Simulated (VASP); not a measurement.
All values below come from LDA (Ceperley-Alder, Perdew-Zunger), VASP's LDA PAW potentials (set 64) (plane waves; VASP 6.6.1).

A VASP calculation is set up with these files.

POSCAR:
```
BaHfO3
1
    8.2460121946     0.0000000000     0.0000000000
    0.0000000000     8.2460121946     0.0000000000
    0.0000000000     0.0000000000     8.2460121946
Ba Hf O
8 8 24
Direct
  0.0000000000   0.0000000000   0.0000000000
  0.0000000000   0.0000000000   0.5000000000
  0.0000000000   0.5000000000   0.0000000000
  0.0000000000   0.5000000000   0.5000000000
  0.5000000000   0.0000000000   0.0000000000
  0.5000000000   0.0000000000   0.5000000000
  0.5000000000   0.5000000000   0.0000000000
  0.5000000000   0.5000000000   0.5000000000
  0.2500000000   0.2500000000   0.2500000000
  0.2500000000   0.2500000000   0.7500000000
  0.2500000000   0.7500000000   0.2500000000
  0.2500000000   0.7500000000   0.7500000000
  0.7500000000   0.2500000000   0.2500000000
  0.7500000000   0.2500000000   0.7500000000
  0.7500000000   0.7500000000   0.2500000000
  0.7500000000   0.7500000000   0.7500000000
  0.2500000000   0.0000000000   0.2500000000
  0.2500000000   0.0000000000   0.7500000000
  0.2500000000   0.5000000000   0.2500000000
  0.2500000000   0.5000000000   0.7500000000
  0.7500000000   0.0000000000   0.2500000000
  0.7500000000   0.0000000000   0.7500000000
  0.7500000000   0.5000000000   0.2500000000
  0.7500000000   0.5000000000   0.7500000000
  0.0000000000   0.2500000000   0.2500000000
  0.0000000000   0.2500000000   0.7500000000
  0.0000000000   0.7500000000   0.2500000000
  0.0000000000   0.7500000000   0.7500000000
  0.5000000000   0.2500000000   0.2500000000
  0.5000000000   0.2500000000   0.7500000000
  0.5000000000   0.7500000000   0.2500000000
  0.5000000000   0.7500000000   0.7500000000
  0.2500000000   0.2500000000   0.0000000000
  0.2500000000   0.2500000000   0.5000000000
  0.2500000000   0.7500000000   0.0000000000
  0.2500000000   0.7500000000   0.5000000000
  0.7500000000   0.2500000000   0.0000000000
  0.7500000000   0.2500000000   0.5000000000
  0.7500000000   0.7500000000   0.0000000000
  0.7500000000   0.7500000000   0.5000000000
```

**QPOINTS**
```
k-points along high-symmetry lines
13
Line-mode
Cartesian
  0.000000   0.000000   0.000000 ! GAMMA
  0.000000   0.121271   0.000000 ! X

  0.000000   0.121271   0.000000 ! X
  0.121271   0.121271   0.000000 ! M

  0.121271   0.121271   0.000000 ! M
  0.000000   0.000000   0.000000 ! GAMMA

  0.000000   0.000000   0.000000 ! GAMMA
  0.121271   0.121271   0.121271 ! R

  0.121271   0.121271   0.121271 ! R
  0.000000   0.121271   0.000000 ! X

  0.121271   0.121271   0.121271 ! R
  0.121271   0.121271   0.000000 ! M
```

INCAR:
```
! general
SYSTEM           = BaHfO3
PREC             = Accurate
ENCUT            = 520   ! plane-wave cut-off (eV)
LREAL            = .FALSE.
LASPH            = .TRUE.

! electronic loop
EDIFF            = 1E-7
NELM             = 100   ! most electronic steps
ALGO             = Normal
LMAXMIX          = 6   ! l cut-off of mixed one-centre charges

! smearing
ISMEAR           = 0
SIGMA            = 0.05   ! width (eV)

! ions
IBRION           = 6
NSW              = 1   ! most ionic steps
ISIF             = 2   ! forces and stress, cell fixed
POTIM            = 0.015
NFREE            = 2

! output
LWAVE            = .FALSE.
LCHARG           = .FALSE.

! other
LPHON_DISPERSION = .TRUE.
```

### KPOINTS
```
Regular mesh
0
Gamma
 2 2 2
0 0 0
```

POTCAR, in this order: Ba_sv Hf_pv O (LDA.64 set). Program: vasp_std.

Output

**OSZICAR**
```
...
 Found     4 degrees of freedom:
       N       E                     dE             d eps       ncg     rms          rms(c)
DAV:   1    -0.381157038923E+03    0.12157E-02   -0.33706E-01  2296   0.760E-01    0.136E-01
DAV:   2    -0.381157538155E+03   -0.49923E-03   -0.71191E-03  2600   0.128E-01    0.630E-02
DAV:   3    -0.381157537083E+03    0.10725E-05   -0.44127E-04  2952   0.391E-02    0.420E-02
DAV:   4    -0.381157535143E+03    0.19395E-05   -0.19129E-05  2592   0.111E-02    0.215E-02
DAV:   5    -0.381157534294E+03    0.84931E-06   -0.10199E-05  2584   0.732E-03    0.461E-03
DAV:   6    -0.381157534118E+03    0.17550E-06   -0.13059E-06  2616   0.340E-03    0.212E-03
DAV:   7    -0.381157534129E+03   -0.10408E-07   -0.38590E-07  2072   0.140E-03
   2 F= -.38115753E+03 E0= -.38115753E+03  d E =-.460883E-20
       N       E                     dE             d eps       ncg     rms          rms(c)
DAV:   1    -0.381155978429E+03    0.15557E-02   -0.11025E+00  2266   0.125E+00    0.249E-01
DAV:   2    -0.381157544714E+03   -0.15663E-02   -0.22941E-02  2594   0.224E-01    0.116E-01
DAV:   3    -0.381157546655E+03   -0.19415E-05   -0.14042E-03  2988   0.697E-02    0.694E-02
DAV:   4    -0.381157536278E+03    0.10378E-04   -0.63902E-05  2712   0.215E-02    0.340E-02
DAV:   5    -0.381157534318E+03    0.19599E-05   -0.29111E-05  2658   0.122E-02    0.705E-03
DAV:   6    -0.381157534089E+03    0.22843E-06   -0.33756E-06  2640   0.529E-03    0.378E-03
DAV:   7    -0.381157534137E+03   -0.48291E-07   -0.89333E-07  2440   0.207E-03
   3 F= -.38115753E+03 E0= -.38115753E+03  d E =-.712507E-18
       N       E                     dE             d eps       ncg     rms          rms(c)
DAV:   1    -0.381152232504E+03    0.53016E-02   -0.11762E+00  2208   0.206E+00    0.122E+00
DAV:   2    -0.381155934829E+03   -0.37023E-02   -0.42314E-02  2512   0.381E-01    0.638E-01
DAV:   3    -0.381155797057E+03    0.13777E-03   -0.14629E-03  2744   0.864E-02    0.278E-01
DAV:   4    -0.381155736947E+03    0.60110E-04   -0.34203E-04  3032   0.550E-02    0.515E-02
DAV:   5    -0.381155736970E+03   -0.22745E-07   -0.49064E-05  2704   0.142E-02    0.234E-02
DAV:   6    -0.381155736588E+03    0.38192E-06   -0.92850E-06  2728   0.586E-03    0.170E-02
DAV:   7    -0.381155736579E+03    0.87202E-08   -0.33620E-06  2448   0.461E-03    0.647E-03
DAV:   8    -0.381155736240E+03    0.33967E-06   -0.71334E-07  2368   0.234E-03    0.402E-03
DAV:   9    -0.381155736138E+03    0.10187E-06   -0.41897E-07  1968   0.148E-03    0.138E-03
DAV:  10    -0.381155736108E+03    0.29271E-07   -0.10914E-07  1600   0.848E-04
   4 F= -.38115574E+03 E0= -.38115574E+03  d E =-.474159E-17
       N       E                     dE             d eps       ncg     rms          rms(c)
DAV:   1    -0.381146648573E+03    0.90876E-02   -0.27134E+00  2208   0.294E+00    0.241E+00
DAV:   2    -0.381156265969E+03   -0.96174E-02   -0.11108E-01  2458   0.534E-01    0.125E+00
DAV:   3    -0.381155857671E+03    0.40830E-03   -0.28931E-03  2632   0.121E-01    0.492E-01
DAV:   4    -0.381155736007E+03    0.12166E-03   -0.74972E-04  3080   0.814E-02    0.599E-02
DAV:   5    -0.381155736760E+03   -0.75263E-06   -0.11322E-04  2592   0.201E-02    0.534E-02
DAV:   6    -0.381155736360E+03    0.39987E-06   -0.22286E-05  2808   0.809E-03    0.408E-02
DAV:   7    -0.381155737707E+03   -0.13475E-05   -0.95693E-06  2496   0.684E-03    0.151E-02
DAV:   8    -0.381155736268E+03    0.14389E-05   -0.36803E-06  2576   0.434E-03    0.694E-03
DAV:   9    -0.381155736158E+03    0.10988E-06   -0.96035E-07  2248   0.166E-03    0.287E-03
DAV:  10    -0.381155736116E+03    0.42150E-07   -0.18642E-07  1864   0.758E-04
   5 F= -.38115574E+03 E0= -.38115574E+03  d E =-.474255E-17
       N       E                     dE             d eps       ncg     rms          rms(c)
DAV:   1    -0.381153079836E+03    0.26563E-02   -0.21074E+00  2924   0.313E+00    0.115E+00
DAV:   2    -0.381158044824E+03   -0.49650E-02   -0.54074E-02  3248   0.428E-01    0.654E-01
DAV:   3    -0.381157776335E+03    0.26849E-03   -0.13057E-03  3600   0.909E-02    0.183E-01
DAV:   4    -0.381157767554E+03    0.87809E-05   -0.26325E-04  3520   0.382E-02    0.283E-02
DAV:   5    -0.381157759671E+03    0.78828E-05   -0.40034E-05  3376   0.151E-02    0.173E-02
DAV:   6    -0.381157755829E+03    0.38422E-05   -0.12088E-05  3600   0.963E-03    0.961E-03
DAV:   7    -0.381157754176E+03    0.16526E-05   -0.42144E-06  3704   0.639E-03    0.212E-03
DAV:   8    -0.381157753727E+03    0.44954E-06   -0.11797E-06  3336   0.287E-03    0.177E-03
DAV:   9    -0.381157753307E+03    0.41991E-06   -0.74258E-07  3472   0.276E-03    0.434E-04
DAV:  10    -0.381157753220E+03    0.86482E-07   -0.34652E-07  2888   0.161E-03
   6 F= -.38115775E+03 E0= -.38115775E+03  d E =-.536335E-17
       N       E                     dE             d eps       ncg     rms          rms(c)
DAV:   1    -0.381155055906E+03    0.26974E-02   -0.37620E+00  3024   0.371E+00    0.462E-01
DAV:   2    -0.381158468651E+03   -0.34127E-02   -0.47627E-02  3344   0.367E-01    0.313E-01
DAV:   3    -0.381157889488E+03    0.57916E-03   -0.16602E-03  3786   0.889E-02    0.163E-01
DAV:   4    -0.381157746605E+03    0.14288E-03   -0.73606E-04  3440   0.591E-02    0.280E-02
DAV:   5    -0.381157755438E+03   -0.88329E-05   -0.12202E-04  3424   0.197E-02    0.176E-02
DAV:   6    -0.381157753933E+03    0.15047E-05   -0.63402E-06  3856   0.559E-03    0.951E-03
DAV:   7    -0.381157753144E+03    0.78873E-06   -0.24191E-06  3176   0.383E-03    0.309E-03
DAV:   8    -0.381157753182E+03   -0.37351E-07   -0.73798E-07  2864   0.164E-03
   7 F= -.38115775E+03 E0= -.38115775E+03  d E =-.535757E-17
       N       E                     dE             d eps       ncg     rms          rms(c)
DAV:   1    -0.381154202310E+03    0.35508E-02   -0.25204E+00  2224   0.300E+00    0.128E+00
DAV:   2    -0.381156202385E+03   -0.20001E-02   -0.30584E-02  2568   0.332E-01    0.821E-01
DAV:   3    -0.381155769752E+03    0.43263E-03   -0.15907E-03  2744   0.113E-01    0.259E-01
DAV:   4    -0.381155727478E+03    0.42275E-04   -0.37808E-04  2520   0.425E-02    0.913E-02
DAV:   5    -0.381155703510E+03    0.23968E-04   -0.58486E-05  2608   0.207E-02    0.186E-02
DAV:   6    -0.381155698586E+03    0.49234E-05   -0.17009E-05  2672   0.122E-02    0.880E-03
DAV:   7    -0.381155696759E+03    0.18267E-05   -0.23840E-06  2680   0.466E-03    0.347E-03
DAV:   8    -0.381155694216E+03    0.25431E-05   -0.23167E-06  2456   0.486E-03    0.137E-03
DAV:   9    -0.381155693147E+03    0.10693E-05   -0.13739E-06  2704   0.345E-03    0.104E-03
DAV:  10    -0.381155692250E+03    0.89687E-06   -0.10514E-06  2448   0.385E-03    0.555E-04
DAV:  11    -0.381155691988E+03    0.26190E-06   -0.87099E-07  2624   0.289E-03    0.437E-04
DAV:  12    -0.381155691962E+03    0.26790E-07   -0.19917E-07  1776   0.132E-03
   8 F= -.38115569E+03 E0= -.38115569E+03  d E =-.872334E-17
       N       E                     dE             d eps       ncg     rms          rms(c)
DAV:   1    -0.381153390205E+03    0.23018E-02   -0.44840E+00  2288   0.359E+00    0.247E+00
DAV:   2    -0.381156762243E+03   -0.33720E-02   -0.65417E-02  2546   0.422E-01    0.166E+00
DAV:   3    -0.381155666670E+03    0.10956E-02   -0.46066E-03  2672   0.206E-01    0.486E-01
DAV:   4    -0.381155704876E+03   -0.38206E-04   -0.11213E-03  2504   0.677E-02    0.195E-01
DAV:   5    -0.381155696904E+03    0.79717E-05   -0.13458E-04  2560   0.292E-02    0.394E-02
DAV:   6    -0.381155692922E+03    0.39820E-05   -0.56007E-05  2816   0.226E-02    0.186E-02
DAV:   7    -0.381155692018E+03    0.90440E-06   -0.83906E-06  2648   0.784E-03    0.634E-03
DAV:   8    -0.381155691993E+03    0.24826E-07   -0.20601E-06  2296   0.323E-03    0.230E-03
DAV:   9    -0.381155691963E+03    0.29606E-07   -0.14897E-07  1688   0.128E-03
   9 F= -.38115569E+03 E0= -.38115569E+03  d E =-.873236E-17
```

**OUTCAR**
```
------------------------ aborting loop because EDIFF is reached ----------------------------------------
  FORCE on cell =-STRESS in cart. coord.  units (eV):
  Direction    XX          YY          ZZ          XY          YZ          ZX
  --------------------------------------------------------------------------------------
  Total       -0.2562557     -0.2326656     -0.2562557      0.0000000     -0.0000000      0.0000000
  in kB       -0.7322380     -0.6648304     -0.7322380      0.0000000     -0.0000000      0.0000000
  external PRESSURE =      -0.7097688 kB  Pullay stress =       0.0000000 kB
  volume of cell :      560.70
      direct lattice vectors                 reciprocal lattice vectors
     8.246012195  0.000000000  0.000000000     0.121270740  0.000000000  0.000000000
     0.000000000  8.246012195  0.000000000     0.000000000  0.121270740  0.000000000
     0.000000000  0.000000000  8.246012195     0.000000000  0.000000000  0.121270740
 POSITION                                       TOTAL-FORCE (eV/Angst)
 -----------------------------------------------------------------------------------
      0.00000      0.00000      0.00000        -0.000087     -0.013119     -0.000087
      0.00000      0.00000      4.12301        -0.000087     -0.013119      0.000087
      0.00000      4.12301      0.00000         0.000057      0.008675      0.000057
      0.00000      4.12301      4.12301         0.000057      0.008675     -0.000057
      4.12301      0.00000      0.00000         0.000087     -0.013119     -0.000087
      4.12301      0.00000      4.12301         0.000087     -0.013119      0.000087
      4.12301      4.12301      0.00000        -0.000057      0.008675      0.000057
      4.12301      4.12301      4.12301        -0.000057      0.008675     -0.000057
      2.06150      2.06150      2.06150        -0.000000     -0.043857     -0.000000
      2.06150      2.06150      6.18451        -0.000000      0.000451     -0.000000
      2.06150      6.18451      2.06150        -0.000000     -0.057165     -0.000000
      2.06150      6.18451      6.18451        -0.000000      0.000327     -0.000000
      6.18451      2.06150      2.06150        -0.000000      0.000451     -0.000000
      6.18451      2.06150      6.18451        -0.000000      0.000183     -0.000000
      6.18451      6.18451      2.06150        -0.000000      0.000327     -0.000000
      6.18451      6.18451      6.18451        -0.000000     -0.000034     -0.000000
      2.06150     -0.01500      2.06150        -0.000000      0.341727     -0.000000
      2.06150      0.00000      6.18451        -0.000000      0.010599     -0.000000
      2.06150      4.12301      2.06150        -0.000000     -0.112371     -0.000000
      2.06150      4.12301      6.18451        -0.000000     -0.012031     -0.000000
      6.18451      0.00000      2.06150        -0.000000      0.010599     -0.000000
      6.18451      0.00000      6.18451        -0.000000      0.002523     -0.000000
      6.18451      4.12301      2.06150        -0.000000     -0.012031     -0.000000
      6.18451      4.12301      6.18451        -0.000000     -0.002557     -0.000000
      0.00000      2.06150      2.06150         0.027616     -0.013800     -0.000000
      0.00000      2.06150      6.18451         0.002869      0.000013     -0.000000
      0.00000      6.18451      2.06150        -0.028145     -0.013653     -0.000000
      0.00000      6.18451      6.18451        -0.002935      0.000100     -0.000000
      4.12301      2.06150      2.06150        -0.027616     -0.013800     -0.000000
      4.12301      2.06150      6.18451        -0.002869      0.000013     -0.000000
      4.12301      6.18451      2.06150         0.028145     -0.013653     -0.000000
      4.12301      6.18451      6.18451         0.002935      0.000100     -0.000000
      2.06150      2.06150      0.00000        -0.000000     -0.013800      0.027616
      2.06150      2.06150      4.12301        -0.000000     -0.013800     -0.027616
      2.06150      6.18451      0.00000        -0.000000     -0.013653     -0.028145
      2.06150      6.18451      4.12301        -0.000000     -0.013653      0.028145
      6.18451      2.06150      0.00000        -0.000000      0.000013      0.002869
      6.18451      2.06150      4.12301        -0.000000      0.000013     -0.002869
      6.18451      6.18451      0.00000        -0.000000      0.000100     -0.002935
      6.18451      6.18451      4.12301        -0.000000      0.000100      0.002935
 -----------------------------------------------------------------------------------
    total drift:                                0.000007      0.000492     -0.000001
  FREE ENERGIE OF THE ION-ELECTRON SYSTEM (eV)
  ---------------------------------------------------
  free  energy   TOTEN  =      -381.1556919634 eV

  energy  without entropy=     -381.1556919634  energy(sigma->0) =     -381.15569196
```
(Selected blocks of OUTCAR.)

The cell is a supercell, built from BaHfO3 (cubic perovskite).
